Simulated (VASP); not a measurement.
Level of theory: PBEsol GGA, VASP's PBE PAW potentials (set 64) (plane waves; VASP).

A VASP calculation is set up with these files.

### POSCAR
```
PbS
1.0
  0.0000000000   2.9499783819   2.9499783819
  2.9499783819   0.0000000000   2.9499783819
  2.9499783819   2.9499783819   0.0000000000
Pb S
1 1
Cartesian
  0.0000000000   0.0000000000   0.0000000000
  2.9499783819   2.9499783819   2.9499783819
```

### INCAR
```
ALGO  =  Normal
EDIFF  =  1E-6
EDIFFG  =  -0.01
ENCUT  =  400
GGA  =  PS
IBRION  =  2
ISIF  =  3
ISMEAR  =  0
LASPH  =  .TRUE.
LCHARG  =  .FALSE.
LMAXMIX  =  4
LREAL  =  .FALSE.
LWAVE  =  .FALSE.
NELM  =  100
NSW  =  60
PREC  =  Accurate
SIGMA  =  0.05
SYSTEM  =  PbS
```

File KPOINTS:
```
Automatic mesh
0
Gamma
7 7 7
0 0 0
```

POTCAR, in this order: Pb_d S (PBE.64 set). Program: vasp_std.

Question: What will the output report for the number of irreducible k-points (NKPTS), number of bands (NBANDS), largest plane-wave count, number of space-group operations, FFT grid (NGX, NGY, NGZ)?

Answer: 
```yaml
number of irreducible k-points (NKPTS): 20
number of bands (NBANDS): 14
largest_plane_wave_count: 950
number_of_space_group_operations: 48
FFT grid (NGX, NGY, NGZ): 28 × 28 × 28
```

The compound is PbS in the rock salt structure. It was relaxed first. The start is the result of an earlier pass.
